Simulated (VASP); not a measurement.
Output of a VASP run:

**OSZICAR**
```
...
DAV:   9    -0.248604729058E+02   -0.70289E-05   -0.14468E-04  3199   0.117E-01    0.146E-02
DAV:  10    -0.248604769661E+02   -0.40603E-05   -0.10573E-05  2879   0.328E-02    0.321E-03
DAV:  11    -0.248604767923E+02    0.17382E-06   -0.10904E-06  2146   0.909E-03
   2 F= -.19076323E+02 E0= -.19076324E+02  d E =0.980424E-01
       N       E                     dE             d eps       ncg     rms          rms(c)
DAV:   1    -0.262741210999E+02   -0.14136E+01   -0.19251E+01  3278   0.747E+01    0.103E+01
DAV:   2    -0.254401783333E+02    0.83394E+00   -0.55527E+00  3544   0.356E+01    0.162E+00
DAV:   3    -0.253696598955E+02    0.70518E-01   -0.42591E-01  3925   0.787E+00    0.563E-01
DAV:   4    -0.253861338141E+02   -0.16474E-01   -0.98387E-02  3642   0.203E+00    0.407E-01
DAV:   5    -0.254005023707E+02   -0.14369E-01   -0.20950E-02  4628   0.114E+00    0.404E-01
DAV:   6    -0.254046113993E+02   -0.41090E-02   -0.54876E-03  3881   0.718E-01    0.139E-01
DAV:   7    -0.254048503886E+02   -0.23899E-03   -0.11064E-03  4399   0.243E-01    0.143E-01
DAV:   8    -0.254051425542E+02   -0.29217E-03   -0.33369E-04  3747   0.202E-01    0.511E-02
DAV:   9    -0.254051710460E+02   -0.28492E-04   -0.23086E-04  4071   0.161E-01    0.330E-03
DAV:  10    -0.254051732183E+02   -0.21724E-05   -0.13811E-05  3562   0.340E-02    0.664E-03
DAV:  11    -0.254051733666E+02   -0.14825E-06   -0.72945E-07  1868   0.105E-02
   3 F= -.19214015E+02 E0= -.19213994E+02  d E =-.396495E-01
       N       E                     dE             d eps       ncg     rms          rms(c)
DAV:   1    -0.254007824874E+02    0.43907E-02   -0.22029E-03  3234   0.767E-01    0.105E-01
DAV:   2    -0.254006860883E+02    0.96399E-04   -0.48978E-04  3521   0.346E-01    0.177E-02
DAV:   3    -0.254006801623E+02    0.59260E-05   -0.37331E-05  3969   0.684E-02    0.625E-03
DAV:   4    -0.254006817420E+02   -0.15797E-05   -0.10682E-05  3552   0.225E-02    0.436E-03
DAV:   5    -0.254006835348E+02   -0.17927E-05   -0.15775E-06  2755   0.808E-03    0.206E-03
DAV:   6    -0.254006840411E+02   -0.50633E-06   -0.78418E-07  1787   0.569E-03
   4 F= -.19214032E+02 E0= -.19214012E+02  d E =-.396672E-01
       N       E                     dE             d eps       ncg     rms          rms(c)
DAV:   1    -0.253961721241E+02    0.45114E-02   -0.22418E-03  3229   0.781E-01    0.104E-01
DAV:   2    -0.253960755982E+02    0.96526E-04   -0.50176E-04  3586   0.351E-01    0.171E-02
DAV:   3    -0.253960703108E+02    0.52874E-05   -0.37428E-05  3935   0.680E-02    0.593E-03
DAV:   4    -0.253960724284E+02   -0.21176E-05   -0.11158E-05  3564   0.227E-02    0.465E-03
DAV:   5    -0.253960745033E+02   -0.20749E-05   -0.19344E-06  3010   0.848E-03    0.234E-03
DAV:   6    -0.253960750198E+02   -0.51651E-06   -0.62362E-07  1687   0.568E-03
   5 F= -.19214018E+02 E0= -.19213999E+02  d E =-.396531E-01
       N       E                     dE             d eps       ncg     rms          rms(c)
DAV:   1    -0.253945520264E+02    0.15225E-02   -0.51622E-02  3229   0.374E+00    0.233E-01
DAV:   2    -0.253939593210E+02    0.59271E-03   -0.23347E-03  3044   0.513E-01    0.134E-01
DAV:   3    -0.253936553138E+02    0.30401E-03   -0.47026E-04  3615   0.289E-01    0.183E-02
DAV:   4    -0.253936550342E+02    0.27955E-06   -0.28731E-05  3113   0.635E-02    0.103E-02
DAV:   5    -0.253936544574E+02    0.57681E-06   -0.23936E-06  3142   0.195E-02
   6 F= -.19214450E+02 E0= -.19214492E+02  d E =-.431264E-03
```

File OUTCAR:
```
------------------------ aborting loop because EDIFF is reached ----------------------------------------
  FORCE on cell =-STRESS in cart. coord.  units (eV):
  Direction    XX          YY          ZZ          XY          YZ          ZX
  --------------------------------------------------------------------------------------
  Total        6.2188717      6.2188719      6.2242373      0.0000000     -0.0000000      0.0000000
  in kB      452.8887396    452.8887554    453.2794868      0.0000000     -0.0000000      0.0000000
  external PRESSURE =       3.0189939 kB  Pullay stress =     450.0000000 kB
  volume of cell :       22.00
      direct lattice vectors                 reciprocal lattice vectors
     1.451866560 -2.514706691 -0.000000000     0.344384266 -0.198830345 -0.000000000
     1.451866560  2.514706691  0.000000000     0.344384266  0.198830345 -0.000000000
     0.000000000  0.000000000  3.012913208     0.000000000 -0.000000000  0.331904682
 POSITION                                       TOTAL-FORCE (eV/Angst)
 -----------------------------------------------------------------------------------
      0.00000      0.00000      3.01291         0.000000     -0.000000      0.000000
      1.45187      0.83824      1.50646         0.000000     -0.000000      0.000000
      1.45187     -0.83824      1.50646        -0.000000      0.000000     -0.000000
 -----------------------------------------------------------------------------------
    total drift:                               -0.000000     -0.000000      0.000000
  FREE ENERGIE OF THE ION-ELECTRON SYSTEM (eV)
  ---------------------------------------------------
  free  energy   TOTEN  =       -25.3936544574 eV

  energy  without entropy=      -25.3937805907  energy(sigma->0) =      -25.39369650
  enthalpy is  TOTEN    =       -19.2144496766 eV   P V=        6.1792047808

 reached required accuracy - stopping structural energy minimisation
```
(Selected blocks of OUTCAR.)

POSCAR:
```
TiB2
1
    1.4682437124    -2.5430727434     0.0000000000
    1.4682437124     2.5430727434     0.0000000000
    0.0000000000     0.0000000000     3.0605515149
Ti B
1 2
Direct
  0.0000000000   0.0000000000   0.0000000000
  0.3333330000   0.6666670000   0.5000000000
  0.6666670000   0.3333330000   0.5000000000
```

Question: Reconstruct the remaining input files.

Answer: One answer among several that fit: the input of the run itself, PBEsol GGA, plane waves, VASP's PBE PAW potentials (set 64).

### KPOINTS
```
Automatic mesh
0
Gamma
12 12 10
0 0 0
```

**INCAR**
```
# general
SYSTEM  = TiB2
PREC    = Accurate
ENCUT   = 620
LREAL   = .False.
LASPH   = .True.

# electronic loop
EDIFF   = 1E-6
NELM    = 100
ALGO    = Normal
LMAXMIX = 4

# smearing
ISMEAR  = 1
SIGMA   = 0.1

# functional
GGA     = PS

# ions
IBRION  = 2
NSW     = 40
ISIF    = 3
EDIFFG  = -0.02
PSTRESS = 450

# output
LWAVE   = .False.
LCHARG  = .False.
```

POTCAR, in this order: Ti_sv B (PBE.64 set). Program: vasp_std.

Energy and stress use the plane-wave basis of the starting cell.

The compound is TiB2 in the AlB2 type structure. This run relaxes it under an external pressure of 45 GPa. Symmetry was kept, so distortions that lower it aren't found.
